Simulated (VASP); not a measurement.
VASP runs on YPd3 (space group Pm-3m) share one base input (PBEsol GGA, plane waves, VASP's PBE PAW potentials (set 64)) and change the settings named in each case.

**KPOINTS**
```
Automatic mesh
0
Gamma
7 7 7
0 0 0
```

**INCAR**
```
ALGO = Normal
EDIFF = 1E-6
ENCUT = 300
GGA = PS
ISIF = 2
ISMEAR = -1
LASPH = .TRUE.
LCHARG = .FALSE.
LMAXMIX = 4
LREAL = .FALSE.
LWAVE = .FALSE.
NELM = 100
PREC = Accurate
SIGMA = 0.1
SYSTEM = YPd3
```

**POSCAR**
```
YPd3
4.0730
  1.0000000000   0.0000000000   0.0000000000
  0.0000000000   1.0000000000   0.0000000000
  0.0000000000   0.0000000000   1.0000000000
Y Pd
1 3
Direct
  0.0000000000   0.0000000000   0.0000000000
  0.0000000000   0.5000000000   0.5000000000
  0.5000000000   0.0000000000   0.5000000000
  0.5000000000   0.5000000000   0.0000000000
```

POTCAR, in this order: Y_sv Pd (PBE.64 set). Program: vasp_std.

```tsv
change	E(σ→0) (eV/atom)	pressure (GPa)	−TS (eV)
base run	-7.0455	-1.93	-0.0531
GGA removed, POTCAR Y_sv Pd (LDA.64 set)	-7.4907	-6.05	-0.0525
GGA_COMPAT = .FALSE., LNONCOLLINEAR = .TRUE., LSORBIT = .TRUE., MAGMOM = 0.0 0.0 0.0 0.0 0.0 0.0 0.0 0.0 0.0 0.0 0.0 0.0, program vasp_ncl	-7.0825	___	___
KPOINTS 3×3×3 Γ-centred mesh	-7.0181	-1.60	-0.0862
```

Question: What belongs in the gaps?

Answer: 
- GGA_COMPAT = .FALSE., LNONCOLLINEAR = .TRUE., LSORBIT = .TRUE., MAGMOM = 0.0 0.0 0.0 0.0 0.0 0.0 0.0 0.0 0.0 0.0 0.0 0.0, program vasp_ncl, pressure (GPa): -1.92
- GGA_COMPAT = .FALSE., LNONCOLLINEAR = .TRUE., LSORBIT = .TRUE., MAGMOM = 0.0 0.0 0.0 0.0 0.0 0.0 0.0 0.0 0.0 0.0 0.0 0.0, program vasp_ncl, −TS (eV): -0.0539

Energies of different potentials or functionals have different zeros.  At 300 eV the pressure can carry a Pulay error.

Left out are runs that ran out of time, are held back, or changed the cell or the kind of run, fixed moments of cells without a moment, rows past the twelfth, gaps on odd meshes, pressures of charged cells and columns that move by less than the noise.

The structure comes from a measured YPd3 entry of the Crystallography Open Database, whose conditions weren't checked. The cell was not relaxed at this level.
